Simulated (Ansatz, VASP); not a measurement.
# Cross-check of Si9Ge28H28 (H-capped Ge nanowire along [001] with a Si core) between VASP and Ansatz

Aim: how closely do two programs agree when they are given the same cell, functional and k mesh? Of the first pair: The structure shown is the start of the Ansatz relaxation below; VASP solves that cell, so the two are compared at the walk's first step.

Program: Ansatz 0.2.0. Level of theory: plane waves, with VASP 6.6.1 beside it; PBE. Results are calculated unless marked as measured.

## Step 1: The structure

The cell holds 65 atoms: 28 Ge, 9 Si and 28 H. Its edges and angles: a = 26.501 Å, b = 26.501 Å, c = 5.658 Å, α = 90.0°, β = 90.0°, γ = 90.0°. It derives from Ge (diamond-structure). As first built, before any earlier steps moved the atoms or strained the cell (in the runner's words): round section of size parameter 6.53 A cut from diamond-structure Ge (a = 5.658 A) along [001], 1 periods, broken bonds capped with H, Si core of radius 3.59 A. Vacuum lies along a and b. The structure's axis is c.

## Step 2: Ansatz: relaxation, PBE

Ansatz runs on its PAW soft_1 files.

The two programs are compared at the cell with which this relaxation starts, whose forces are those of its first step.

Input file input.yaml:

```yaml
crystal:
  lattice:
    - [26.50091, 0.0, 0.0]
    - [0.0, 26.50091, 0.0]
    - [0.0, 0.0, 5.658]
  atoms:
    - { symbol: Ge, position: [0.3504, 0.34918, 0.24813] }
    - { symbol: Ge, position: [0.34864, 0.42411, 0.5018] }
    - { symbol: Ge, position: [0.27318, 0.42367, 0.7544] }
    - { symbol: Ge, position: [0.27402, 0.49897, 0.00326] }
    - { symbol: Ge, position: [0.3501, 0.50014, 0.24646] }
    - { symbol: Ge, position: [0.34874, 0.57509, 0.50119] }
    - { symbol: Ge, position: [0.27308, 0.57426, 0.74825] }
    - { symbol: Ge, position: [0.34944, 0.65085, 0.24753] }
    - { symbol: Ge, position: [0.49934, 0.27328, 0.49317] }
    - { symbol: Ge, position: [0.42428, 0.27285, 0.75369] }
    - { symbol: Ge, position: [0.42433, 0.34703, 0.00529] }
    - { symbol: Ge, position: [0.50017, 0.34989, 0.25141] }
    - { symbol: Si, position: [0.49971, 0.42489, 0.49911] }
    - { symbol: Si, position: [0.4254, 0.42535, 0.75112] }
    - { symbol: Si, position: [0.42546, 0.49887, 0.99729] }
    - { symbol: Si, position: [0.49882, 0.49979, 0.25381] }
    - { symbol: Si, position: [0.50032, 0.57545, 0.50413] }
    - { symbol: Si, position: [0.42467, 0.57717, 0.75201] }
    - { symbol: Ge, position: [0.4243, 0.6519, 0.99696] }
    - { symbol: Ge, position: [0.50042, 0.6509, 0.25251] }
    - { symbol: Ge, position: [0.50028, 0.7268, 0.49825] }
    - { symbol: Ge, position: [0.42534, 0.72773, 0.7566] }
    - { symbol: Ge, position: [0.57428, 0.27307, 0.75115] }
    - { symbol: Ge, position: [0.57497, 0.34939, 0.00239] }
    - { symbol: Ge, position: [0.65104, 0.34933, 0.25179] }
    - { symbol: Ge, position: [0.65026, 0.42423, 0.49541] }
    - { symbol: Si, position: [0.57493, 0.42426, 0.74372] }
    - { symbol: Si, position: [0.57591, 0.49998, 0.99668] }
    - { symbol: Ge, position: [0.65121, 0.50156, 0.25161] }
    - { symbol: Ge, position: [0.65061, 0.57489, 0.49661] }
    - { symbol: Si, position: [0.57522, 0.5749, 0.74991] }
    - { symbol: Ge, position: [0.57704, 0.65149, 0.99924] }
    - { symbol: Ge, position: [0.65177, 0.65187, 0.24297] }
    - { symbol: Ge, position: [0.57446, 0.72637, 0.75317] }
    - { symbol: Ge, position: [0.72714, 0.42384, 0.74456] }
    - { symbol: Ge, position: [0.72538, 0.49911, 0.00578] }
    - { symbol: Ge, position: [0.72657, 0.57387, 0.74759] }
    - { symbol: H, position: [0.30044, 0.34936, 0.09742] }
    - { symbol: H, position: [0.348, 0.30165, 0.4029] }
    - { symbol: H, position: [0.27275, 0.37761, 0.90498] }
    - { symbol: H, position: [0.22577, 0.42458, 0.59483] }
    - { symbol: H, position: [0.22618, 0.49957, 0.1555] }
    - { symbol: H, position: [0.22727, 0.57423, 0.59616] }
    - { symbol: H, position: [0.27279, 0.62283, 0.91146] }
    - { symbol: H, position: [0.30182, 0.65074, 0.09815] }
    - { symbol: H, position: [0.34831, 0.69803, 0.40741] }
    - { symbol: H, position: [0.5014, 0.22414, 0.34152] }
    - { symbol: H, position: [0.37751, 0.27373, 0.59117] }
    - { symbol: H, position: [0.42452, 0.2265, 0.90504] }
    - { symbol: H, position: [0.49984, 0.77276, 0.3484] }
    - { symbol: H, position: [0.37695, 0.72652, 0.58914] }
    - { symbol: H, position: [0.42436, 0.77393, 0.9037] }
    - { symbol: H, position: [0.62102, 0.27291, 0.59642] }
    - { symbol: H, position: [0.57423, 0.2277, 0.90979] }
    - { symbol: H, position: [0.69706, 0.34821, 0.0928] }
    - { symbol: H, position: [0.65062, 0.30194, 0.41006] }
    - { symbol: H, position: [0.69846, 0.65097, 0.09742] }
    - { symbol: H, position: [0.65086, 0.69875, 0.40224] }
    - { symbol: H, position: [0.62302, 0.72685, 0.59107] }
    - { symbol: H, position: [0.57562, 0.77269, 0.90886] }
    - { symbol: H, position: [0.72698, 0.37772, 0.91285] }
    - { symbol: H, position: [0.77376, 0.42395, 0.59712] }
    - { symbol: H, position: [0.77387, 0.50047, 0.15107] }
    - { symbol: H, position: [0.77333, 0.57544, 0.59172] }
    - { symbol: H, position: [0.72749, 0.62308, 0.90971] }
kpoints:
  mp_grid: { grid: [1, 1, 2] }
hamiltonian:
  xc: pbe
  pseudopotentials: { kind: paw, azcp: { folder: soft_1 } }
scf:
  occupations: { method: fixed }
output:
  forces: true
relax:
  f_tol: 0.05
  max_steps: 120
```

The run is started by

```bash
ansatz run input.yaml --threads 16 --pin off --max-ram 31232MiB --backend cpu --events-out ev --progress --plain --runs-dir out
```

Numbers of over 12 decimals in the logs are rounded to 6 here.

The program printed:

```text
Engine: ansatz 0.2.0, aarch64-unknown-linux-gnu
Pseudopotentials: kind: paw
Pseudopotential: Ge, paw, valence charge 14, recommended cutoff 420 eV (normal), soft_1/Ge.paw.azcp
Pseudopotential: Si, paw, valence charge 4, recommended cutoff 420 eV (normal), soft_1/Si.paw.azcp
Pseudopotential: H, paw, valence charge 1, recommended cutoff 420 eV (normal), soft_1/H.paw.azcp
Functional definition: PBE
  parameter kappa = 0.804
  parameter beta = 0.066725
  exchange = pbe_x(kappa = kappa, mu = beta*pi^2/3)
  correlation = pbe_c(beta = beta)
Crystal: 65 atoms, lattice volume = 3973.603 Å³
Basis set: ecut = 420 eV, 77807 PW (Γ), exchange–correlation on 360×360×80 points (8 copies of the dense FFT grid, shifted against one another)
Bands: 293, of which v1, the nominal top of the filled ones, is band 228 counted from 1 (227 counted from 0)
Symmetry: 1 space group operations
Space group: P1 (ITA 1), of the structure as read, at distance tolerance 1.6e-4 Å
k-points: 2
Non-local potential: Ge, projectors of the file, l = 0: 2, l = 1: 2, l = 2: 3, l = 3: 1
Non-local potential: Si, projectors of the file, l = 0: 2, l = 1: 2, l = 2: 1
Non-local potential: H, projectors of the file, l = 0: 2, l = 1: 1
PAW form: soft (Blöchl's): semilocal exchange-correlation on the pseudo side does not see the compensation charge
PAW one-centre angular grid: Ge, 590 points (default); XC on 64 Gauss nodes
PAW one-centre angular grid: Si, 110 points (default); XC on 64 Gauss nodes
PAW one-centre angular grid: H, 110 points (default); XC on 64 Gauss nodes
Initial density: superposition of atomic densities (neutral atoms: chi_scale 0, normalization atom)
Initial wavefunctions: pseudopotential atomic-orbital guess
Functional: x = pbe(κ = 0.804, μ = 0.219515), c = pbe(β = 0.066725)
SCF iter   1: F=—  HF=-126425.586032 eV  |F-HF|=—  |Δ(HF+E_count)|=         —  Δρ=2.92e-2  dr2=2.86e1  ethr=3.10e-3  ⟨swp⟩=6.0  Hψ=1687  notcnv=0  defer=120
preconditioner: auto → Resta (q_TF=auto, 1.902 Å⁻¹)  ε∞=1.7  [insulator: Δε(μ)=2.034 eV  Ē_g=9.397 eV  n_scr=470 (ndim 8)  ℏωp=7.8 eV  f_vac=0.683  ε∞_Penn≈1.7  vacuum switching on, ρ_ref=6.4e-3 e/Å³]
SCF iter   2: F=—  HF=-126419.344312 eV  |F-HF|=—  |Δ(HF+E_count)|=    6.24e0  Δρ=1.30e-2  dr2=6.50e0  ethr=3.10e-3  ⟨swp⟩=2.5  Hψ=759  notcnv=0  defer=123
SCF iter   3: F=—  HF=-126418.367816 eV  |F-HF|=—  |Δ(HF+E_count)|=   9.76e-1  Δρ=3.19e-3  dr2=3.90e0  ethr=1.43e-3  ⟨swp⟩=4.0  Hψ=674  notcnv=0  defer=121
SCF iter   4: F=—  HF=-126417.839249 eV  |F-HF|=—  |Δ(HF+E_count)|=   5.29e-1  Δρ=1.40e-3  dr2=4.29e-1  ethr=8.56e-4  ⟨swp⟩=4.0  Hψ=706  notcnv=0  defer=124
SCF iter   5: F=—  HF=-126417.799038 eV  |F-HF|=—  |Δ(HF+E_count)|=   4.02e-2  Δρ=7.16e-4  dr2=1.39e-2  ethr=9.40e-5  ⟨swp⟩=4.0  Hψ=565  notcnv=0  defer=126
SCF iter   6: F=—  HF=-126417.807484 eV  |F-HF|=—  |Δ(HF+E_count)|=   8.45e-3  Δρ=2.15e-4  dr2=1.94e-3  ethr=3.04e-6  ⟨swp⟩=3.0  Hψ=770  notcnv=0  defer=126
SCF iter   7: F=—  HF=-126417.808892 eV  |F-HF|=—  |Δ(HF+E_count)|=   1.41e-3  Δρ=5.53e-5  dr2=5.66e-4  ethr=4.25e-7  ⟨swp⟩=2.0  Hψ=927  notcnv=0  defer=126
SCF iter   8: F=—  HF=-126417.808943 eV  |F-HF|=—  |Δ(HF+E_count)|=   5.13e-5  Δρ=2.83e-5  dr2=9.21e-5  ethr=1.24e-7  ⟨swp⟩=2.0  Hψ=589  notcnv=0  defer=126
SCF iter   9: F=-126417.808975 eV  HF=-126417.808968 eV  |F-HF|=7.16e-6  |Δ(HF+E_count)|=   2.46e-5  Δρ=1.35e-5  dr2=9.85e-6  ethr=1.37e-8  ⟨swp⟩=5.0  Hψ=1334  notcnv=0
SCF 1 converged in 9 iterations: F = -126417.808975 eV  dr2 = 9.85e-6
  greatest PAW one-centre occupation: 0.998 electrons in one spin orbital (limit 2), on the Ge atom at site 32 (counted from 0), in its partial waves of l = 2
relax step   1: F+E_penalty+E_count = -126417.80897477 eV  Δ(F+E_penalty+E_count) = +0.000e0 eV  max|allowed force component| = 1.163e0 eV/Å  Δτ_max = 0.0000 Å  (9 SCF iters, dr2 threshold 6.25e-5 eV, accepted)
Initial density: handed on by an earlier stage of this run
Initial wavefunctions: those handed on with the density
iter 1 solved again at ethr=2.05e-4 eV; its pass at ethr=3.10e-3 eV (dr2=9.36e-1 eV) is discarded
SCF iter   1: F=—  HF=-126419.179968 eV  |F-HF|=—  |Δ(HF+E_count)|=         —  Δρ=6.72e-3  dr2=9.38e-1  ethr=2.05e-4  ⟨swp⟩=2.0  Hψ=1713  notcnv=0  defer=124
preconditioner: auto → Resta (q_TF=auto, 1.902 Å⁻¹)  ε∞=1.8  [insulator: Δε(μ)=1.992 eV  Ē_g=8.894 eV  n_scr=470 (ndim 8)  ℏωp=7.8 eV  f_vac=0.706  ε∞_Penn≈1.8  vacuum switching on, ρ_ref=5.7e-3 e/Å³]
SCF iter   2: F=—  HF=-126419.054116 eV  |F-HF|=—  |Δ(HF+E_count)|=   1.26e-1  Δρ=3.22e-3  dr2=2.03e-1  ethr=2.05e-4  ⟨swp⟩=2.0  Hψ=577  notcnv=0  defer=125
SCF iter   3: F=—  HF=-126419.054506 eV  |F-HF|=—  |Δ(HF+E_count)|=   3.90e-4  Δρ=6.15e-4  dr2=9.84e-2  ethr=4.46e-5  ⟨swp⟩=3.0  Hψ=648  notcnv=0  defer=126
SCF iter   4: F=—  HF=-126419.040981 eV  |F-HF|=—  |Δ(HF+E_count)|=   1.35e-2  Δρ=2.40e-4  dr2=1.63e-2  ethr=2.16e-5  ⟨swp⟩=4.0  Hψ=589  notcnv=0  defer=126
[...]
atom   5  Ge     0.00042088    -0.00046905     0.00053997
  atom   6  Ge     0.00008510     0.00050010    -0.00178919
  atom   7  Ge    -0.00280158    -0.00171171     0.00096393
  atom   8  Ge     0.00053758    -0.00123482     0.00067507
  atom   9  Ge     0.00066189     0.00343070    -0.00133840
  atom  10  Ge     0.00247306    -0.00406064    -0.00166462
  atom  11  Ge    -0.00064051     0.00031224     0.00040129
  atom  12  Ge     0.00024899    -0.00022914     0.00017622
  atom  13  Si    -0.00073282     0.00017080    -0.00162447
  atom  14  Si    -0.00004790    -0.00052381    -0.00050655
  atom  15  Si     0.00034152    -0.00011741     0.00325900
  atom  16  Si     0.00019804     0.00058526    -0.00012630
  atom  17  Si    -0.00033409    -0.00028359    -0.00243214
  atom  18  Si     0.00012344     0.00066247    -0.00034300
  atom  19  Ge    -0.00064845    -0.00030079     0.00069294
  atom  20  Ge     0.00103915     0.00036190     0.00016072
  atom  21  Ge     0.00097668    -0.00286396    -0.00122161
  atom  22  Ge     0.00200211     0.00327514    -0.00072803
  atom  23  Ge    -0.00128358    -0.00365463    -0.00120748
  atom  24  Ge     0.00019463    -0.00012696     0.00141089
  atom  25  Ge    -0.00118344     0.00091450    -0.00081285
  atom  26  Ge     0.00037393    -0.00126431    -0.00027923
  atom  27  Si     0.00015540     0.00003900     0.00010806
  atom  28  Si    -0.00036021     0.00015929     0.00199688
[...]
atom  58  H     -0.00118676    -0.00016939     0.00008629
  atom  59  H     -0.00273351    -0.00053964    -0.00134976
  atom  60  H      0.00162467    -0.00130116    -0.00151298
  atom  61  H     -0.00076229     0.00220116     0.00141941
  atom  62  H     -0.00159676    -0.00130709     0.00114881
  atom  63  H      0.00128303    -0.00013938    -0.00268121
  atom  64  H     -0.00123237     0.00119355     0.00119414
  atom  65  H     -0.00055570    -0.00252861     0.00171648
  max |Σ_I F_I| component: 1.92e-5 eV/Å
--- Relaxed structure (8 steps of the walk, 8 accepted, 0 SCFs on fresh bases) ---
  F+E_penalty+E_count = -126419.68861240 eV   max|allowed force component| = 4.061e-3 eV/Å
  atoms:
    - { symbol: Ge, position: [0.350697, 0.350749, 0.250190] }
    - { symbol: Ge, position: [0.351662, 0.425526, 0.504745] }
    - { symbol: Ge, position: [0.270853, 0.429481, 0.718057] }
    - { symbol: Ge, position: [0.274073, 0.499955, -0.00248395] }
    - { symbol: Ge, position: [0.351822, 0.499944, 0.240017] }
    - { symbol: Ge, position: [0.351693, 0.574355, 0.504791] }
    - { symbol: Ge, position: [0.270893, 0.570459, 0.718212] }
    - { symbol: Ge, position: [0.350803, 0.649143, 0.250279] }
    - { symbol: Ge, position: [0.499844, 0.274028, 0.502930] }
    - { symbol: Ge, position: [0.429355, 0.270866, 0.782329] }
    - { symbol: Ge, position: [0.425485, 0.351663, -0.00427307] }
    - { symbol: Ge, position: [0.499898, 0.351782, 0.260443] }
    - { symbol: Si, position: [0.499921, 0.427238, 0.503480] }
    - { symbol: Si, position: [0.426931, 0.426929, 0.750238] }
    - { symbol: Si, position: [0.427282, 0.499916, 0.996985] }
    - { symbol: Si, position: [0.499936, 0.499889, 0.250236] }
    - { symbol: Si, position: [0.499962, 0.572543, 0.503477] }
    - { symbol: Si, position: [0.426970, 0.572897, 0.750216] }
    - { symbol: Ge, position: [0.425566, 0.648170, 0.995654] }
    - { symbol: Ge, position: [0.499975, 0.647994, 0.260395] }
    - { symbol: Ge, position: [0.499993, 0.725746, 0.502874] }
    - { symbol: Ge, position: [0.429520, 0.728975, 0.782325] }
    - { symbol: Ge, position: [0.570313, 0.270799, 0.782434] }
    - { symbol: Ge, position: [0.574313, 0.351608, -0.00429815] }
    - { symbol: Ge, position: [0.649083, 0.350645, 0.250325] }
    - { symbol: Ge, position: [0.648171, 0.425441, 0.504762] }
    - { symbol: Si, position: [0.572906, 0.426883, 0.750256] }
    - { symbol: Si, position: [0.572593, 0.499871, 0.997020] }
    - { symbol: Ge, position: [0.648051, 0.499855, 0.240057] }
    - { symbol: Ge, position: [0.648227, 0.574264, 0.504808] }
    - { symbol: Si, position: [0.572952, 0.572857, 0.750244] }
    - { symbol: Ge, position: [0.574396, 0.648132, 0.995689] }
    - { symbol: Ge, position: [0.649161, 0.649054, 0.250332] }
    - { symbol: Ge, position: [0.570467, 0.728940, 0.782370] }
    - { symbol: Ge, position: [0.728971, 0.429326, 0.718167] }
    - { symbol: Ge, position: [0.725800, 0.499810, -0.00242602] }
    - { symbol: Ge, position: [0.729024, 0.570307, 0.718210] }
    - { symbol: H, position: [0.301290, 0.350853, 0.105290] }
    - { symbol: H, position: [0.350770, 0.301332, 0.395020] }
    - { symbol: H, position: [0.256941, 0.378015, 0.828047] }
    - { symbol: H, position: [0.229850, 0.441856, 0.531468] }
    - { symbol: H, position: [0.227009, 0.499968, 0.160692] }
    - { symbol: H, position: [0.229869, 0.558148, 0.531631] }
    - { symbol: H, position: [0.257062, 0.621942, 0.828281] }
    - { symbol: H, position: [0.301373, 0.649107, 0.105554] }
    - { symbol: H, position: [0.350968, 0.698551, 0.395171] }
    - { symbol: H, position: [0.499844, 0.226953, 0.339825] }
    - { symbol: H, position: [0.377858, 0.257048, 0.672375] }
    - { symbol: H, position: [0.441679, 0.229830, 0.968837] }
    - { symbol: H, position: [0.500015, 0.772825, 0.339796] }
    - { symbol: H, position: [0.378035, 0.742871, 0.672454] }
    - { symbol: H, position: [0.441910, 0.769971, 0.968928] }
    - { symbol: H, position: [0.621791, 0.256858, 0.672614] }
    - { symbol: H, position: [0.557909, 0.229826, 0.969139] }
    - { symbol: H, position: [0.698505, 0.350703, 0.105525] }
    - { symbol: H, position: [0.648947, 0.301242, 0.395257] }
    - { symbol: H, position: [0.698593, 0.648985, 0.105620] }
    - { symbol: H, position: [0.649031, 0.698450, 0.395317] }
    - { symbol: H, position: [0.621954, 0.742834, 0.672512] }
    - { symbol: H, position: [0.558075, 0.769934, 0.968988] }
    - { symbol: H, position: [0.742818, 0.377844, 0.828188] }
    - { symbol: H, position: [0.770002, 0.441669, 0.531664] }
    - { symbol: H, position: [0.772867, 0.499800, 0.160733] }
    - { symbol: H, position: [0.770037, 0.557950, 0.531643] }
    - { symbol: H, position: [0.742898, 0.621783, 0.828225] }
```

The column dr2 measures how far the density is from self-consistency, as an energy; F and HF (Harris–Foulkes) agree once it is small.

(Part 1 of 2 ends here.)

[Lines on the potential files, build, host, timing and source positions are cut from VASP's logs without a mark.]

[Logs are printed without paths, hosts, clocks, repeated set-up lines and the standing remarks that a program may print on its own settings, such as how far it seeks lower states.]

[Hosts, paths, dates, database ids (printed as entryN), source tags and the programs' standing remarks are cut or masked in the printed files.]
